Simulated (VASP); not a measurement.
Here is the system:

```
MgB2
1.0
    1.57590    -2.72954     0.00000
    1.57590     2.72954     0.00000
    0.00000     0.00000     3.59040
Mg B
1 2
Direct
  0.00000   0.00000   0.00000
  0.33333   0.66667   0.50000
  0.66667   0.33333   0.50000
```

These are PBE GGA, VASP's PBE PAW potentials (set 64) (plane waves; VASP) values and carry that method's errors. Settings: 520 eV cut-off, 5×5×4 Monkhorst-Pack mesh, first-order Methfessel-Paxton smearing of 0.10 eV, potentials Mg B.

Question: Give the stress tensor in GPa (positive for a compressed cell).

Answer: 
```
-12.75    0.00    0.00
  0.00  -12.75    0.00
  0.00    0.00   -3.94
```
The pressure is its mean diagonal, -9.81 GPa.

The compound is MgB2 in the AlB2 type structure. The cell was not relaxed at this level. The k-mesh is coarse (spacing up to 0.46 per Å, 2π included), so the numbers may not be converged in it. The run is one of a series of settings (KPOINTS 5×5×4 Monkhorst-Pack mesh against the base run), some of them coarse on purpose.
